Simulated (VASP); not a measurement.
```
CaF2
1.0
    0.00000     2.73553     2.73553
    2.73553     0.00000     2.73553
    2.73553     2.73553     0.00000
Ca F
1 2
Direct
  0.00000   0.00000   0.00000
  0.25000   0.25000   0.25000
  0.75000   0.75000   0.75000
```

All values below come from optB88-vdW, VASP's PBE PAW potentials (set 64) (plane waves; VASP 6.6.1). Run with 520 eV cut-off, 7×7×7 Γ-centred mesh, Gaussian smearing of 0.050 eV, potentials Ca_sv F.

Q: Give the energy at these volumes per atom, relative to the lowest: 12.79, 13.20, 13.61, 14.01, 14.42 Å³.

A: 16.2, 4.2, 0.0, 2.5, 10.6 meV/atom. A third-order Birch-Murnaghan fit gives B0 = 85.6 GPa and B0′ = 4.7.

Measured: bulk modulus 83.0 GPa (computed value off by +3.2 %), as given by On the Morphology of Group II Metal Fluoride Nanocrystals at Finite Temperature and Partial Pressure of HF, PMC6154342; a 5.466 Å (computed value off by +0.1 %), as given by M. Råsander et al., The Journal of Chemical Physics (2015), arXiv:1505.02379. The calculation is for a static lattice, while the measured bulk modulus, a hold thermal and zero-point effects, which are part of the difference.

The compound is CaF2 in the fluorite structure. It was relaxed first.
